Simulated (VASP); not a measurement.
Computed with revTPSS meta-GGA, VASP's PBE PAW potentials (set 64) (plane waves; VASP).

VASP input:

**INCAR**
```
SYSTEM = KMgF3
PREC = Accurate; ENCUT = 520; LREAL = .False.
LASPH = .True.
EDIFF = 1E-7; NELM = 100; ALGO = Normal
LMIXTAU = .True.
ISMEAR = 0; SIGMA = 0.05
METAGGA = RTPSS
ISIF = 2
LWAVE = .False.; LCHARG = .False.
```

### KPOINTS
```
Automatic mesh
0
gamma
  6 6 6
```

### POSCAR
```
KMgF3
1
    4.0801582051     0.0000000000     0.0000000000
    0.0000000000     4.0801582051     0.0000000000
    0.0000000000     0.0000000000     4.0801582051
K Mg F
1 1 3
Direct
  0.0000000000   0.0000000000   0.0000000000
  0.5000000000   0.5000000000   0.5000000000
  0.5000000000   0.0000000000   0.5000000000
  0.0000000000   0.5000000000   0.5000000000
  0.5000000000   0.5000000000   0.0000000000
```

POTCAR, in this order: K_sv Mg F (PBE.64 set). Program: vasp_std.

The run wrote:

**OUTCAR**
```
 ion  position               nearest neighbor table
   1  0.000  0.000  0.000-   2 3.53   2 3.53   2 3.53   2 3.53   2 3.53   2 3.53   2 3.53   2 3.53
  LATTYP: Found a simple cubic cell.
 ALAT       =     4.0801582051
 Subroutine PRICEL returns:
 Original cell was already a primitive cell.
 Subroutine GETGRP returns: Found 48 space group operations
The static configuration has the point symmetry O_h .
The dynamic configuration has the point symmetry O_h .
 Subroutine INISYM returns: Found 48 space group operations
 Subroutine IBZKPT returns following result:
 Found     20 irreducible k-points:

 Following reciprocal coordinates:
            Coordinates               Weight
  0.000000  0.000000  0.000000      1.000000
  0.166667  0.000000  0.000000      6.000000
  0.333333  0.000000  0.000000      6.000000
  0.500000  0.000000  0.000000      3.000000
  0.166667  0.166667  0.000000     12.000000
  0.333333  0.166667  0.000000     24.000000
  0.500000  0.166667  0.000000     12.000000
  0.333333  0.333333  0.000000     12.000000
  0.500000  0.333333  0.000000     12.000000
  0.500000  0.500000  0.000000      3.000000
  0.166667  0.166667  0.166667      8.000000
  0.333333  0.166667  0.166667     24.000000
  0.500000  0.166667  0.166667     12.000000
  0.333333  0.333333  0.166667     24.000000
  0.500000  0.333333  0.166667     24.000000
  0.500000  0.500000  0.166667      6.000000
  0.333333  0.333333  0.333333      8.000000
  0.500000  0.333333  0.333333     12.000000
  0.500000  0.500000  0.333333      6.000000
  0.500000  0.500000  0.500000      1.000000
   k-points           NKPTS =     20   k-points in BZ     NKDIM =     20   number of bands    NBANDS=     20
   number of dos      NEDOS =    301   number of ions     NIONS =      5
   total plane-waves  NPLWV =  27000
   dimension x,y,z NGX =    30 NGY =   30 NGZ =   30
   dimension x,y,z NGXF=    60 NGYF=   60 NGZF=   60
...
```

### OSZICAR
```
       N       E                     dE             d eps       ncg     rms          rms(c)
DAV:   1     0.364059943488E+03    0.36406E+03   -0.18713E+04   820   0.194E+03
DAV:   2     0.122278229147E+02   -0.35183E+03   -0.33530E+03  1308   0.551E+02
DAV:   3    -0.144362864623E+02   -0.26664E+02   -0.26432E+02   952   0.145E+02
DAV:   4    -0.159079914023E+02   -0.14717E+01   -0.14665E+01  1472   0.422E+01
DAV:   5    -0.159298674446E+02   -0.21876E-01   -0.21858E-01   960   0.368E+00    0.118E+02
DAV:   6    -0.194841064690E+02   -0.35542E+01   -0.19439E+02   800   0.218E+02    0.166E+01
DAV:   7    -0.313996141362E+02   -0.11916E+02   -0.53236E+01   888   0.779E+01    0.361E+01
DAV:   8    -0.300250803269E+02    0.13745E+01   -0.16433E+00   912   0.143E+01    0.286E+01
DAV:   9    -0.312070341641E+02   -0.11820E+01   -0.61240E-01   844   0.915E+00    0.158E+01
DAV:  10    -0.316696015056E+02   -0.46257E+00   -0.30666E+00   960   0.134E+01    0.134E+01
DAV:  11    -0.312760097634E+02    0.39359E+00   -0.11956E+00   896   0.994E+00    0.708E-01
DAV:  12    -0.312455038700E+02    0.30506E-01   -0.11566E-01   968   0.308E+00    0.464E+00
DAV:  13    -0.312936489381E+02   -0.48145E-01   -0.61160E-02  1060   0.221E+00    0.194E+00
DAV:  14    -0.313039399386E+02   -0.10291E-01   -0.14486E-02   892   0.117E+00    0.643E-01
DAV:  15    -0.313051395760E+02   -0.11996E-02   -0.46048E-03   932   0.619E-01    0.790E-02
DAV:  16    -0.313058379582E+02   -0.69838E-03   -0.11661E-03  1140   0.317E-01    0.965E-02
DAV:  17    -0.313059384786E+02   -0.10052E-03   -0.21342E-04  1260   0.124E-01    0.264E-02
DAV:  18    -0.313059895205E+02   -0.51042E-04   -0.25392E-05  1212   0.450E-02    0.260E-02
DAV:  19    -0.313059919597E+02   -0.24392E-05   -0.32970E-06  1464   0.153E-02    0.214E-02
DAV:  20    -0.313059947430E+02   -0.27833E-05   -0.78859E-07   936   0.911E-03    0.639E-03
DAV:  21    -0.313059952775E+02   -0.53452E-06   -0.15902E-07   620   0.427E-03    0.154E-03
DAV:  22    -0.313059954711E+02   -0.19359E-06   -0.67573E-08   588   0.229E-03    0.367E-04
DAV:  23    -0.313059953140E+02    0.15707E-06   -0.12600E-08   556   0.108E-03    0.623E-04
DAV:  24    -0.313059953497E+02   -0.35632E-07   -0.29303E-09   544   0.490E-04
   1 F= -.31305995E+02 E0= -.31305995E+02  d E =-.229997E-12
```

### OUTCAR
```
------------------------ aborting loop because EDIFF is reached ----------------------------------------
  FORCE on cell =-STRESS in cart. coord.  units (eV):
  Direction    XX          YY          ZZ          XY          YZ          ZX
  --------------------------------------------------------------------------------------
  Total       -1.5221442     -1.5221442     -1.5221442      0.0000000     -0.0000000      0.0000000
  in kB      -35.9033835    -35.9033835    -35.9033835      0.0000000     -0.0000000      0.0000000
  external PRESSURE =     -35.9033835 kB  Pullay stress =       0.0000000 kB
  volume of cell :       67.93
      direct lattice vectors                 reciprocal lattice vectors
     4.080158205  0.000000000  0.000000000     0.245088536  0.000000000  0.000000000
     0.000000000  4.080158205  0.000000000     0.000000000  0.245088536  0.000000000
     0.000000000  0.000000000  4.080158205     0.000000000  0.000000000  0.245088536
 POSITION                                       TOTAL-FORCE (eV/Angst)
 -----------------------------------------------------------------------------------
      0.00000      0.00000      0.00000         0.000000      0.000000      0.000000
      2.04008      2.04008      2.04008         0.000000      0.000000      0.000000
      2.04008      0.00000      2.04008         0.000000      0.000000      0.000000
      0.00000      2.04008      2.04008         0.000000      0.000000      0.000000
      2.04008      2.04008      0.00000         0.000000      0.000000      0.000000
 -----------------------------------------------------------------------------------
    total drift:                               -0.000000     -0.000000     -0.000000
  FREE ENERGIE OF THE ION-ELECTRON SYSTEM (eV)
  ---------------------------------------------------
  free  energy   TOTEN  =       -31.3059953497 eV

  energy  without entropy=      -31.3059953497  energy(sigma->0) =      -31.30599535
```
(Selected blocks of OUTCAR.)

The compound is KMgF3 in the cubic perovskite structure. This cell is one point of a volume scan, at 1.06 of the reference volume.
